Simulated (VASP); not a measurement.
Level of theory: r2SCAN+rVV10, VASP's PBE PAW potentials (set 64) (plane waves; VASP).

The input files of a VASP run:

**INCAR**
```
# general
SYSTEM    =  TiAl
PREC      =  Accurate
ENCUT     =  520
LREAL     =  .False.
LASPH     =  .True.

# electronic loop
EDIFF     =  1E-7
NELM      =  100
ALGO      =  Normal
LMAXMIX   =  4
LMIXTAU   =  .True.

# smearing
ISMEAR    =  1
SIGMA     =  0.1

# functional
METAGGA   =  R2SCAN
LUSE_VDW  =  .True.
BPARAM    =  11.95
CPARAM    =  0.0093

# ions
IBRION    =  2
NSW       =  30
ISIF      =  4
EDIFFG    =  -0.01

# output
LWAVE     =  .False.
LCHARG    =  .False.
```

File KPOINTS:
```
Automatic mesh
0
Gamma
13 13 9
0 0 0
```

**POSCAR**
```
TiAl
1
    2.8390252676     0.0000000000     0.0000000000
    0.0000000000     2.8390252676     0.0000000000
    0.0000000000     0.0000000000     4.0854960755
Ti Al
1 1
Direct
  0.0000000000   0.0000000000   0.0000000000
  0.5000000000   0.5000000000   0.5000000000
```

POTCAR, in this order: Ti_sv Al (PBE.64 set). Program: vasp_std.

What VASP printed:

File OUTCAR:
```
 ion  position               nearest neighbor table
   1  0.000  0.000  0.000-   2 2.86   2 2.86   2 2.86   2 2.86   2 2.86   2 2.86   2 2.86   2 2.86
  LATTYP: Found a simple tetragonal cell.
 ALAT       =     2.8390252676
 C/A-ratio  =     1.4390488602
 Subroutine PRICEL returns:
 Original cell was already a primitive cell.
 Subroutine GETGRP returns: Found 16 space group operations
The static configuration has the point symmetry D_4h.
The dynamic configuration has the point symmetry D_4h.
 Subroutine INISYM returns: Found 16 space group operations
 Subroutine IBZKPT returns following result:
 Found    140 irreducible k-points:

 Following reciprocal coordinates:
            Coordinates               Weight
  0.000000  0.000000  0.000000      1.000000
  0.076923  0.000000  0.000000      4.000000
  0.153846  0.000000  0.000000      4.000000
  0.230769  0.000000  0.000000      4.000000
  0.307692  0.000000  0.000000      4.000000
  0.384615  0.000000  0.000000      4.000000
  0.461538  0.000000  0.000000      4.000000
  0.076923  0.076923  0.000000      4.000000
  0.153846  0.076923  0.000000      8.000000
  0.230769  0.076923  0.000000      8.000000
  0.307692  0.076923  0.000000      8.000000
  0.384615  0.076923  0.000000      8.000000
  0.461538  0.076923  0.000000      8.000000
  0.153846  0.153846  0.000000      4.000000
  0.230769  0.153846  0.000000      8.000000
  0.307692  0.153846  0.000000      8.000000
  0.384615  0.153846  0.000000      8.000000
  0.461538  0.153846  0.000000      8.000000
  0.230769  0.230769  0.000000      4.000000
  0.307692  0.230769  0.000000      8.000000
  0.384615  0.230769  0.000000      8.000000
  0.461538  0.230769  0.000000      8.000000
  0.307692  0.307692  0.000000      4.000000
  0.384615  0.307692  0.000000      8.000000
  0.461538  0.307692  0.000000      8.000000
  0.384615  0.384615  0.000000      4.000000
  0.461538  0.384615  0.000000      8.000000
  0.461538  0.461538  0.000000      4.000000
  0.000000  0.000000  0.111111      2.000000
  0.076923  0.000000  0.111111      8.000000
  0.153846  0.000000  0.111111      8.000000
  0.230769  0.000000  0.111111      8.000000
  0.307692  0.000000  0.111111      8.000000
  0.384615  0.000000  0.111111      8.000000
  0.461538  0.000000  0.111111      8.000000
  0.076923  0.076923  0.111111      8.000000
  0.153846  0.076923  0.111111     16.000000
  0.230769  0.076923  0.111111     16.000000
  0.307692  0.076923  0.111111     16.000000
  0.384615  0.076923  0.111111     16.000000
   k-points           NKPTS =    140   k-points in BZ     NKDIM =    140   number of bands    NBANDS=     11
   number of dos      NEDOS =    301   number of ions     NIONS =      2
   total plane-waves  NPLWV =  17280
   dimension x,y,z NGX =    24 NGY =   24 NGZ =   30
   dimension x,y,z NGXF=    48 NGYF=   48 NGZF=   60
   ions per type =               1   1
   PREC   = accura    normal or accurate (medium, high low for compatibility)
   ISTART =      0    job   : 0-new  1-cont  2-samecut
   ICHARG =      2    charge: 1-file 2-atom 10-const
   ISPIN  =      1    spin polarized calculation?
   LNONCOLLINEAR =      F non collinear calculations
   LSORBIT =      F    spin-orbit coupling
   INIWAV =      1    electr: 0-lowe 1-rand  2-diag
   ENCUT  =  520.0 eV  38.22 Ry    6.18 a.u.   5.28  5.28  7.60*2*pi/ulx,y,z
   NELM   =    100;   NELMIN=  2; NELMDL= -5     # of ELM steps
   EDIFF  = 0.1E-06   stopping-criterion for ELM
   LREAL  =      F    real-space projection
   NLSPLINE    = F    spline interpolate recip. space projectors
   LMAXMIX     =    4 max onsite mixed and CHGCAR
...
```

OSZICAR:
```
       N       E                     dE             d eps       ncg     rms          rms(c)
DAV:   1     0.852064065776E+02    0.85206E+02   -0.76613E+03  3080   0.141E+03
DAV:   2    -0.180867474302E+02   -0.10329E+03   -0.10045E+03  3122   0.348E+02
DAV:   3    -0.246808269998E+02   -0.65941E+01   -0.63346E+01  4916   0.836E+01
DAV:   4    -0.249232355518E+02   -0.24241E+00   -0.23924E+00  3852   0.142E+01
DAV:   5    -0.249359297752E+02   -0.12694E-01   -0.12652E-01  4568   0.288E+00    0.112E+01
DAV:   6    -0.206720821289E+02    0.42638E+01   -0.15776E+01  4434   0.566E+01    0.312E+00
DAV:   7    -0.200621756829E+02    0.60991E+00   -0.18402E+00  3700   0.162E+01    0.185E+00
DAV:   8    -0.201900508470E+02   -0.12788E+00   -0.58626E-01  3739   0.620E+00    0.127E+00
DAV:   9    -0.201938688842E+02   -0.38180E-02   -0.63025E-02  3620   0.351E+00    0.714E-01
DAV:  10    -0.201823367045E+02    0.11532E-01   -0.20522E-01  3224   0.538E+00    0.260E-01
DAV:  11    -0.202322196646E+02   -0.49883E-01   -0.33930E-02  3149   0.193E+00    0.110E-01
DAV:  12    -0.202340488541E+02   -0.18292E-02   -0.13399E-03  3884   0.415E-01    0.726E-02
DAV:  13    -0.202348787476E+02   -0.82989E-03   -0.89765E-04  3160   0.384E-01    0.503E-02
DAV:  14    -0.202349890289E+02   -0.11028E-03   -0.40285E-04  3218   0.274E-01    0.209E-02
DAV:  15    -0.202349907380E+02   -0.17092E-05   -0.21489E-05  3486   0.590E-02    0.167E-02
DAV:  16    -0.202349832325E+02    0.75055E-05   -0.18879E-05  3364   0.487E-02    0.840E-03
DAV:  17    -0.202349863180E+02   -0.30855E-05   -0.10844E-05  3902   0.331E-02    0.142E-03
DAV:  18    -0.202349854729E+02    0.84508E-06   -0.82099E-07  3379   0.119E-02    0.159E-03
DAV:  19    -0.202349858765E+02   -0.40358E-06   -0.93100E-07  3128   0.124E-02    0.319E-04
DAV:  20    -0.202349859420E+02   -0.65572E-07   -0.48485E-08  1663   0.305E-03
   1 F= -.20234986E+02 E0= -.20234965E+02  d E =-.202350E+02
```

**OUTCAR**
```
------------------------ aborting loop because EDIFF is reached ----------------------------------------
  FORCE on cell =-STRESS in cart. coord.  units (eV):
  Direction    XX          YY          ZZ          XY          YZ          ZX
  --------------------------------------------------------------------------------------
  Total       -0.7053556     -0.7053556     -0.7079513      0.0000000      0.0000000      0.0000000
  in kB      -34.3190620    -34.3190620    -34.4453527      0.0000000      0.0000000      0.0000000
  external PRESSURE =     -34.3611589 kB  Pullay stress =       0.0000000 kB
  volume of cell :       32.93
      direct lattice vectors                 reciprocal lattice vectors
     2.839025268  0.000000000  0.000000000     0.352233568  0.000000000  0.000000000
     0.000000000  2.839025268  0.000000000     0.000000000  0.352233568  0.000000000
     0.000000000  0.000000000  4.085496076     0.000000000  0.000000000  0.244768317
 POSITION                                       TOTAL-FORCE (eV/Angst)
 -----------------------------------------------------------------------------------
      0.00000      0.00000      0.00000         0.000000      0.000000      0.000000
      1.41951      1.41951      2.04275         0.000000      0.000000      0.000000
 -----------------------------------------------------------------------------------
    total drift:                                0.000000      0.000000      0.000000
  FREE ENERGIE OF THE ION-ELECTRON SYSTEM (eV)
  ---------------------------------------------------
  free  energy   TOTEN  =       -20.2349859420 eV

  energy  without entropy=      -20.2349236558  energy(sigma->0) =      -20.23496518

 reached required accuracy - stopping structural energy minimisation
```
(Selected blocks of OUTCAR.)

The compound is TiAl in the L1_0 structure. This cell is one point of a volume scan, at 1.03 of the reference volume. The electron count is odd and the run is not spin-polarised, which forces a metal.
